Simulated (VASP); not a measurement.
Consider the following.

```
HgTe
1.0
    0.00000     3.24326     3.24326
    3.24326     0.00000     3.24326
    3.24326     3.24326     0.00000
Hg Te
1 1
Direct
  0.00000   0.00000   0.00000
  0.25000   0.25000   0.25000
```

Computed with SCAN meta-GGA, VASP's PBE PAW potentials (set 64) (plane waves; VASP). Settings: 520 eV cut-off, 9×9×9 Γ-centred mesh, first-order Methfessel-Paxton smearing of 0.10 eV, potentials Hg Te.

Unless said otherwise, spin-orbit coupling is left out, though it shifts the bands of the heavy elements here.

### Question
Estimate the energy per atom (σ→0), band gap (on the k-mesh) with the smallest direct gap where there is one.

### Answer

The band gap (on the k-mesh) comes out as none (metal, semimetal or under 0.01 eV) and the energy per atom (σ→0) is -52.853 eV/atom.

Only differences to runs with the same potentials and settings are physical.

The compound is HgTe in the zinc blende structure. It was relaxed first. The start is the result of an earlier pass.
